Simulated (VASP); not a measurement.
```
BN
1.0
    1.25353    -2.17118     0.00000
    1.25353     2.17118     0.00000
    0.00000     0.00000     6.51657
B N
2 2
Direct
  0.33333   0.66667   0.25000
  0.66667   0.33333   0.75000
  0.66667   0.33333   0.25000
  0.33333   0.66667   0.75000
```

Computed with PBE GGA with D4 dispersion, VASP's PBE PAW potentials (set 64) (plane waves; VASP). Numerical set-up: 520 eV cut-off, Gaussian smearing of 0.050 eV, potentials B N.

Q: Give the energies of bands 3 to 11 at the high-symmetry points, in eV from the valence-band maximum.

A: 
| band | Γ | M | K | A | L | H |
|---|---|---|---|---|---|---|
| 3 | -6.33 | -8.94 | -8.01 | -5.31 | -8.91 | -7.92 |
| 4 | -4.00 | -8.87 | -7.83 | -5.31 | -8.91 | -7.92 |
| 5 | -1.39 | -4.19 | -7.19 | -1.36 | -4.15 | -7.20 |
| 6 | -1.39 | -4.11 | -7.19 | -1.36 | -4.15 | -7.20 |
| 7 | -1.34 | -1.55 | -0.15 | -1.36 | -0.97 | -0.05 |
| 8 | -1.34 | -0.43 | -0.15 | -1.36 | -0.97 | -0.05 |
| 9 | 5.33 | 4.19 | 4.83 | 7.80 | 4.68 | 4.58 |
| 10 | 10.47 | 5.67 | 4.83 | 7.80 | 4.68 | 4.58 |
| 11 | 11.47 | 9.47 | 10.66 | 11.53 | 9.85 | 11.94 |

The gap is indirect, 4.19 eV, from the valence maximum at K-Γ at 0.11 to the conduction minimum at M.

The compound is BN in the hex structure. It was relaxed first.
